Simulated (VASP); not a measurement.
A convergence study with VASP on ZnO (wurtzite): one setting is varied, all else stays as given below, so the limit is that of these other settings.

```
ZnO
1.0
    1.62500    -2.81458     0.00000
    1.62500     2.81458     0.00000
    0.00000     0.00000     5.21000
Zn O
2 2
Direct
  0.66667   0.33333   0.50000
  0.33333   0.66667   0.00000
  0.66667   0.33333   0.88200
  0.33333   0.66667   0.38200
```

The numbers are results of PBE GGA, VASP's PBE PAW potentials (set 64) (plane waves; VASP 6.6.1), not measurements. The tightest run used: 700 eV cut-off, 17×17×9 Γ-centred mesh, tetrahedra with Blöchl corrections, potentials Zn O.

The reference is 17×17×9 mesh, which took about 3 core-minutes. Costs are core time on shared hosts, one run each; read them as rough ratios.

### Question
Of the settings 3×3×2 mesh; 4×4×2 mesh; 5×5×3 mesh; 6×6×3 mesh; 7×7×4 mesh; 8×8×4 mesh; 9×9×5 mesh; 10×10×6 mesh; 11×11×6 mesh; 12×12×7 mesh; 13×13×7 mesh; 14×14×8 mesh; 15×15×8 mesh; 16×16×9 mesh; 17×17×9 mesh, which is the lowest that keeps the difference from the reference in the stress, largest component (GPa) within 0.2 from there on, and what does it cost?

### Answer
5×5×3 mesh; its cost over the reference is about 1/10.
```csv
setting,"difference in the stress, largest component (GPa)",cost over the reference
3×3×2 mesh,0.61,about 1/10
4×4×2 mesh,0.26,about 1/10
5×5×3 mesh,0.06,about 1/10
6×6×3 mesh,0.03,about 1/10
7×7×4 mesh,0.01,about 1/6
8×8×4 mesh,0.01,about 1/4
9×9×5 mesh,0.01,about 1/3
10×10×6 mesh,0.00,about 1/2
11×11×6 mesh,0.00,within a factor of 2
12×12×7 mesh,0.00,within a factor of 2
13×13×7 mesh,0.00,about 1/3
14×14×8 mesh,0.00,about 1/2
15×15×8 mesh,0.00,within a factor of 2
16×16×9 mesh,0.00,within a factor of 2
17×17×9 mesh,0.00,reference
```

Left out are rungs that failed or repeat a setting and relaxations that didn't move; long series are thinned to 24 rows.

The compound is ZnO in the wurtzite structure. The cell was not relaxed at this level.
